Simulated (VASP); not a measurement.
# SiSnGe with optB86b-vdW: from relaxation to properties

Aim: relax SiSnGe, then compute properties on the relaxed cell. The steps: rough relaxation of the start cell, relaxing cell and atoms (optB86b-vdW), second relaxation, density, ELF and potential (optB86b-vdW), bands along the symmetry lines (optB86b-vdW), density of states (optB86b-vdW), zone-centre phonons (optB86b-vdW), band structure (optB86b-vdW + SOC), total and projected DOS (optB86b-vdW) with a changed input and self-consistent run (optB86b-vdW) with a changed input. The cell is invented: it takes the structure of a Materials Project entry for SrSiGe (space group 187 there), with some of its atoms replaced by other elements, volume scaled by an estimate. It may not be a known or stable phase.

Method: optB86b-vdW; plane waves and PAW (Sn_d, Ge_d, Si), in the first sound run; inputs show where later runs differ, in VASP 6.6.1.

The structure was built from a prototype and need not be the compound's stable phase.

### 1. The starting structure

Before any relaxation, the start is as follows. It takes space group P-6m2 (No. 187, hexagonal). Conventional cell: a = 4.307 Å, b = 4.307 Å, c = 4.503 Å, α = 90.00°, β = 90.00°, γ = 120.00°. Sn has 6 Ge at 3.35 Å and 6 Si at 3.35 Å nearest. Ge has 3 Si at 2.49 Å and 6 Sn at 3.35 Å nearest. Nearest to Si lie 3 Ge at 2.49 Å. It derives from SrSiGe. It takes the structure of a Materials Project entry for SrSiGe (space group 187 there), with some of its atoms replaced by other elements, volume scaled by an estimate. Farther neighbours are not listed.

Structure file:

```
Sn Ge Si
1.0
     4.30697    0.00000    0.00000
    -2.15348    3.72994    0.00000
     0.00000    0.00000    4.50304
Sn Ge Si
1 1 1
Cartesian
  2.1535 1.2433 0.0000
  0.0000 0.0000 2.2515
  0.0000 2.4866 2.2515
```

### 2. Rough relaxation of the start cell

The start is only an estimate, so a cheap relaxation brings it near a minimum before any careful run. optB86b-vdW pairs nonlocal correlation with a less repulsive exchange of B86b form. LUSE_VDW switches on a nonlocal correlation term for dispersion.

INCAR reads:

```
SYSTEM = SiSnGe
PREC = Normal
ENCUT = 410
EDIFF = 1E-05
NELM = 60
ISMEAR = 0
SIGMA = 0.05
LREAL = .FALSE.
ALGO = Fast
GGA = MK
AGGAC = 0
LUSE_VDW = .TRUE.
PARAM1 = 0.1234
PARAM2 = 1
LASPH = .TRUE.
NBANDS = 22
LORBIT = 11
LWAVE = .FALSE.
LCHARG = .FALSE.
IBRION = 2
NSW = 40
ISIF = 3
EDIFFG = -0.04
```

POSCAR reads:

```
SiSnGe
1.0
    4.3069660000      0.0000000000      0.0000000000
   -2.1534830000      3.7299420000      0.0000000000
    0.0000000000      0.0000000000      4.5030370000
Sn Ge Si
1 1 1
Direct
    0.6666666700      0.3333333300      0.0000000000
    0.0000000000      0.0000000000      0.5000000000
    0.3333333300      0.6666666700      0.5000000000
```

KPOINTS reads:

```
Automatic mesh
0
Gamma
5 5 4
0 0 0
```

The projector-augmented-wave data sets are Sn_d, Ge_d and Si (PBE family, release 64).

The run is started by

```bash
> mpirun -np 1 vasp_std
```

The program printed:

```text
[banner, memory and clock lines left out]
running    1 mpi-ranks, on    1 nodes
 distrk:  each k-point on    1 cores,    1 groups
 distr:  one band on    1 cores,    1 groups

 POSCAR found type information on POSCAR SnGeSi
 POSCAR found :  3 types and       3 ions
|                                                                             |
|               ----> ADVICE to this user running VASP <----                  |
|                                                                             |
|     You have switched on vdW-DFT.                                           |
|     This routine was written and supplied by Jiri Klimes. We recommend      |
|     that you carefully read and cite the following publications:            |
|       J. Klimes, D.R. Bowler, A. Michelides                                 |
|          J. Phys.: Cond Matt. 22 022201 (2010)                              |
|       J. Klimes, D.R. Bowler, A. Michelides                                 |
|          Phys. Rev. B. 83, 195131 (2011)                                    |
|     and references therein.                                                 |
|                                                                             |

|                                                                             |
|               ----> ADVICE to this user running VASP <----                  |
|                                                                             |
|     You enforced a specific xc type in the INCAR file but a different       |
|     [... a line on the potential file left out ...]
|     I HOPE YOU KNOW WHAT YOU ARE DOING!                                     |
|                                                                             |

 LDA part: xc-table for (Slater+PW92), standard interpolation
 POSCAR, INCAR and KPOINTS ok, starting setup
 FFT: planning ... GRIDC
 FFT: planning ... GRID_SOFT
 FFT: planning ... GRID
 WAVECAR not read
 entering main loop
       N       E                     dE             d eps       ncg     rms          rms(c)
DAV:   1     0.231130109692E+03    0.23113E+03   -0.14326E+04   714   0.245E+03
DAV:   2     0.278399020549E+02   -0.20329E+03   -0.19622E+03   678   0.544E+02
DAV:   3    -0.389419414542E+01   -0.31734E+02   -0.31331E+02   798   0.153E+02
DAV:   4    -0.516872502092E+01   -0.12745E+01   -0.12726E+01   738   0.344E+01
DAV:   5    -0.520074975473E+01   -0.32025E-01   -0.32023E-01   874   0.592E+00    0.298E+00
RMM:   6    -0.501298400025E+01    0.18777E+00   -0.19504E-01   748   0.276E+00    0.166E+00
RMM:   7    -0.499629217532E+01    0.16692E-01   -0.78382E-02   745   0.166E+00    0.615E-01
RMM:   8    -0.499963210624E+01   -0.33399E-02   -0.33416E-02   721   0.159E+00    0.280E-01
RMM:   9    -0.499271853896E+01    0.69136E-02   -0.10465E-02   815   0.832E-01    0.698E-02
RMM:  10    -0.499300842949E+01   -0.28989E-03   -0.28591E-03   881   0.374E-01    0.604E-02
RMM:  11    -0.499303023152E+01   -0.21802E-04   -0.74140E-04   766   0.198E-01    0.323E-02
RMM:  12    -0.499296644388E+01    0.63788E-04   -0.21840E-04   714   0.109E-01    0.135E-02
RMM:  13    -0.499297387228E+01   -0.74284E-05   -0.80197E-05   662   0.608E-02
   1 F= -.49929739E+01 E0= -.49906853E+01  d E =-.499297E+01
 curvature:   0.00 expect dE= 0.000E+00 dE for cont linesearch  0.000E+00
 trial: gam= 0.00000 g(F)=  0.577E-44 g(S)=  0.851E-01 ort = 0.000E+00 (trialstep = 0.100E+01)
 search vector abs. value=  0.851E-01
 bond charge predicted
       N       E                     dE             d eps       ncg     rms          rms(c)
DAV:   1    -0.629721710456E+01   -0.13043E+01   -0.21370E+01   816   0.670E+01    0.634E+00
RMM:   2    -0.530334287434E+01    0.99387E+00   -0.17263E+00   745   0.168E+01    0.302E+00
RMM:   3    -0.505570192923E+01    0.24764E+00   -0.60294E-01   751   0.893E+00    0.668E-01
RMM:   4    -0.504363041153E+01    0.12072E-01   -0.82790E-02   819   0.276E+00    0.315E-01
RMM:   5    -0.504511071528E+01   -0.14803E-02   -0.24721E-02   857   0.140E+00    0.172E-01
RMM:   6    -0.504585239914E+01   -0.74168E-03   -0.80849E-03   885   0.736E-01    0.782E-02
RMM:   7    -0.504614207678E+01   -0.28968E-03   -0.31254E-03   909   0.392E-01    0.169E-02
RMM:   8    -0.504627363488E+01   -0.13156E-03   -0.15327E-03   771   0.231E-01    0.208E-02
RMM:   9    -0.504633470804E+01   -0.61073E-04   -0.69580E-04   634   0.149E-01    0.141E-02
RMM:  10    -0.504637580320E+01   -0.41095E-04   -0.41939E-04   596   0.113E-01    0.336E-02
RMM:  11    -0.504638835740E+01   -0.12554E-04   -0.18282E-04   585   0.840E-02    0.173E-02
RMM:  12    -0.504639470897E+01   -0.63516E-05   -0.94326E-05   557   0.529E-02
   2 F= -.50463947E+01 E0= -.50439288E+01  d E =-.534208E-01
[... from here on, the cycles between the ionic steps are left out ...]
   3 F= -.50495087E+01 E0= -.50474763E+01  d E =-.565349E-01
   4 F= -.50495142E+01 E0= -.50474703E+01  d E =-.565403E-01
   5 F= -.50598569E+01 E0= -.50582008E+01  d E =-.103427E-01
   6 F= -.50598587E+01 E0= -.50582026E+01  d E =-.103445E-01
   7 F= -.50651177E+01 E0= -.50634622E+01  d E =-.525905E-02
   8 F= -.50653370E+01 E0= -.50636815E+01  d E =-.547834E-02
   9 F= -.50653283E+01 E0= -.50636727E+01  d E =-.546956E-02
 curvature:  -0.58 expect dE=-0.371E-03 dE for cont linesearch -0.286E-05
 ZBRENT: accuracy reached
 trial: gam=-0.08763 g(F)=  0.725E-44 g(S)=  0.636E-03 ort = 0.307E-03 (trialstep = 0.100E+01)
 search vector abs. value=  0.730E-03
 bond charge predicted
       N       E                     dE             d eps       ncg     rms          rms(c)
DAV:   1    -0.506915539722E+01   -0.38274E-02   -0.79036E-02   768   0.334E+00    0.349E-01
RMM:   2    -0.506668297866E+01    0.24724E-02   -0.38037E-03   754   0.759E-01    0.198E-01
RMM:   3    -0.506563154058E+01    0.10514E-02   -0.16267E-03   748   0.466E-01    0.331E-02
RMM:   4    -0.506561072865E+01    0.20812E-04   -0.30754E-04   823   0.182E-01    0.892E-03
RMM:   5    -0.506561982438E+01   -0.90957E-05   -0.10339E-04   807   0.898E-02    0.814E-03
RMM:   6    -0.506561992283E+01   -0.98442E-07   -0.19271E-05   512   0.460E-02
  10 F= -.50656199E+01 E0= -.50639643E+01  d E =-.291659E-03
 trial-energy change:   -0.000292  1 .order   -0.000299   -0.000611    0.000014
 step:   0.9811(harm=  0.9811)  dis= 0.00000  next Energy=    -5.065627 (dE=-0.299E-03)
 reached required accuracy - stopping structural energy minimisation
```

It took 4.6 min on 1 MPI rank of AMD EPYC 7R43, shared host; peak memory 0.24 GiB.

Lines that name or quote the potential files are left out of all logs, and their timing lines are given in words.

From OUTCAR (step 2):

```text
ion  position               nearest neighbor table
   1  0.667  0.333  0.000-   3 3.35   3 3.35   3 3.35   3 3.35   3 3.35   3 3.35
   2  0.000  0.000  0.500-   3 2.49   3 2.49   3 2.49
   3  0.333  0.667  0.500-   2 2.49   2 2.49   2 2.49   1 3.35   1 3.35   1 3.35   1 3.35   1 3.35
                             1 3.35

  LATTYP: Found a hexagonal cell.
 ALAT       =     4.3069660000
 C/A-ratio  =     1.0455241578

 Subroutine GETGRP returns: Found 12 space group operations
 (whereof 12 operations were pure point group operations)

The static configuration has the point symmetry D_3h.

 Found     15 irreducible k-points:

   k-points           NKPTS =     15   k-points in BZ     NKDIM =     15   number of bands    NBANDS=     22

   dimension x,y,z NGX =    24 NGY =   24 NGZ =   24
   dimension x,y,z NGXF=    48 NGYF=   48 NGZF=   48

   ENCUT  =  410.0 eV  30.13 Ry    5.49 a.u.   7.11  7.11  7.43*2*pi/ulx,y,z

   NELECT =      32.0000    total number of electrons

 k-points in reciprocal lattice and weights: Automatic mesh
   0.00000000  0.00000000  0.00000000       0.010
   0.20000000  0.00000000  0.00000000       0.060
   0.40000000  0.00000000  0.00000000       0.060
   0.20000000  0.20000000  0.00000000       0.060
   0.40000000  0.20000000  0.00000000       0.060
   0.00000000  0.00000000  0.25000000       0.020
   0.20000000  0.00000000  0.25000000       0.120
   0.40000000  0.00000000  0.25000000       0.120
   0.20000000  0.20000000  0.25000000       0.120
[...]
0.20000000  0.20000000  0.50000000       0.060
   0.40000000  0.20000000  0.50000000       0.060

 average (electrostatic) potential at core
       1-100.2956       2 -72.4026       3 -83.2224

 E-fermi :   7.2167

 k-point     1 :       0.0000    0.0000    0.0000
  band No.  band energies     occupation
    ...
     14       4.6822      2.00000
     15       4.6822      2.00000
     16       5.3851      2.00000
     17       6.9970      2.00000
     18       6.9970      2.00000
     19      10.5858      0.00000
     20      11.8014      0.00000
     21      12.6628      0.00000
     22      12.9106      0.00000

 k-point     2 :       0.2000    0.0000    0.0000
  band No.  band energies     occupation
    ...
     12       0.9124      2.00000
     13       2.1027      2.00000
     14       3.3363      2.00000
     15       3.7840      2.00000
     16       6.0929      2.00000
     17       8.4544      0.00000
     18       8.5975      0.00000
     19       9.9367      0.00000
     20      11.2744      0.00000
     21      11.3772      0.00000
    ...

 k-point     3 :       0.4000    0.0000    0.0000
  band No.  band energies     occupation
    ...
     13       1.8160      2.00000
     14       2.9901      2.00000
     15       4.7640      2.00000
     16       6.2389      2.00000
     17       7.0616      1.99999
     18       7.9444      0.00000
     19       9.7932      0.00000
     20      10.4322      0.00000
     21      12.9830      0.00000
     22      13.4106      0.00000

Total vdW correction in eV:      5.4533233

  Total        0.0241860      0.0241860      0.0619717      0.0000000      0.0000000      0.0000000
  in kB        0.5711865      0.5711866      1.4635455      0.0000000      0.0000000      0.0000000
  external PRESSURE =       0.8686395 kB  Pullay stress =       0.0000000 kB

  energy-cutoff  :      410.00
  volume of cell :       67.84
      direct lattice vectors                 reciprocal lattice vectors
     4.151571839 -0.000000000 -0.000000000     0.240872623  0.139067873 -0.000000000
    -2.075785920  3.595366706  0.000000000     0.000000000  0.278135746  0.000000000
     0.000000000 -0.000000000  4.545082502     0.000000000 -0.000000000  0.220018008

 POSITION                                       TOTAL-FORCE (eV/Angst)
 -----------------------------------------------------------------------------------
      2.07579      1.19846      0.00000         0.000000      0.000000     -0.000000
     -2.07579      3.59537      2.27254        -0.000000     -0.000000      0.000000
     -0.00000      2.39691      2.27254        -0.000000      0.000000      0.000000
 -----------------------------------------------------------------------------------
    total drift:                               -0.000021      0.000013      0.000000

  FREE ENERGIE OF THE ION-ELECTRON SYSTEM (eV)
  ---------------------------------------------------
  free  energy   TOTEN  =        -5.0656199228 eV

  energy  without entropy=       -5.0623087659  energy(sigma->0) =       -5.06396434

Total vdW correction in eV:      5.4533050

 reached required accuracy - stopping structural energy minimisation

 total charge
# of ion       s       p       d       tot
------------------------------------------
    1        1.324   0.774   9.971  12.070
    2        1.199   1.152  10.046  12.396
    3        0.830   0.769   0.000   1.600
--------------------------------------------------
tot          3.354   2.695  20.017  26.066

[... 3 further parts left out ...]
```

CONTCAR:

```
SiSnGe
   1.00000000000000
     4.1515718391277687   -0.0000000000000000   -0.0000000000000000
    -2.0757859195638844    3.5953667057621188    0.0000000000000000
     0.0000000000000000   -0.0000000000000000    4.5450825019552479
  Sn              Ge              Si
     1     1     1
Direct
     0.6666666699999979    0.3333333300000021    0.0000000000000000
     0.0000000000000000    1.0000000000000000    0.5000000000000000
     0.3333333300000021    0.6666666699999979    0.5000000000000000
```

The k-mesh is coarse for a metal. This relaxation is a rough one on cheap settings, only to bring the start near its minimum. The PAW data sets were made with PBE, which is usual practice but a small mismatch for other functionals. The run keeps the 12 symmetry operations of its start, so it cannot find a distortion of lower symmetry.

Relaxation path:

```
step  energy less that of the first step (eV)  largest force (eV/Å)  pressure (GPa)  volume (Å³)
   1                                   0.0000                0.0000           -2.85        72.34
   2                                  -0.0534                0.0000           -0.35        67.93
   3                                  -0.0565                0.0000            0.52        66.73
   4                                  -0.0565                0.0000            0.10        66.95
   5                                  -0.0669                0.0000            1.16        66.51
   6                                  -0.0669                0.0000            1.25        66.50
   7                                  -0.0721                0.0000           -0.10        68.03
   8                                  -0.0724                0.0000            0.15        67.71
   9                                  -0.0724                0.0000            0.21        67.69
  10                                  -0.0726                0.0000            0.09        67.84
```

```csv
"conventional cell, symmetrised",before,after,change
a (Å),4.307,4.152,-3.6 %
b (Å),4.307,4.152,-3.6 %
c (Å),4.503,4.545,+0.9 %
volume (Å³/atom),24.11,22.61,-6.2 %
```

Final coordinates:

```cif
data_structure
_symmetry_space_group_name_H-M 'P 1'
_symmetry_Int_Tables_number 1
_cell_length_a 4.1516
_cell_length_b 4.1516
_cell_length_c 4.5451
_cell_angle_alpha 90.000
_cell_angle_beta 90.000
_cell_angle_gamma 120.000
_cell_volume 67.84
loop_
_atom_site_label
_atom_site_type_symbol
_atom_site_fract_x
_atom_site_fract_y
_atom_site_fract_z
_atom_site_occupancy
Sn1 Sn 0.66667 0.33333 0.00000 1
Ge2 Ge 0.00000 0.00000 0.50000 1
Si3 Si 0.33333 0.66667 0.50000 1
```

This step gave:

```
electrons                              : 32
bands                                  : 22
irreducible k-points                   : 15
symmetry operations                    : 12
free energy (TOTEN)                    : -5.066 eV
energy at zero smearing                : -5.064 eV
Fermi energy                           : 7.217 eV
pressure                               : 0.08686 GPa
metallic, judged on the points sampled : yes
SCF cycles over all ionic steps        : 76
```

It ends with forces that vanish by symmetry and a pressure of 0.09 GPa.

[end of part 1 of 5]

[Lines on the potential files, build, host, timing and source positions are cut from VASP's logs without a mark.]

[Logs are printed without paths, hosts, clocks, repeated set-up lines and the standing remarks that a program may print on its own settings, such as how far it seeks lower states.]

[Hosts, paths, dates, database ids (printed as entryN), source tags and the programs' standing remarks are cut or masked in the printed files.]

[A measured line is paired with the nearest computed mode of its activity, which favours agreement.]

[In band tables of VASP the shares of atoms and orbitals are scaled to a sum of 1 inside the atoms' spheres.]
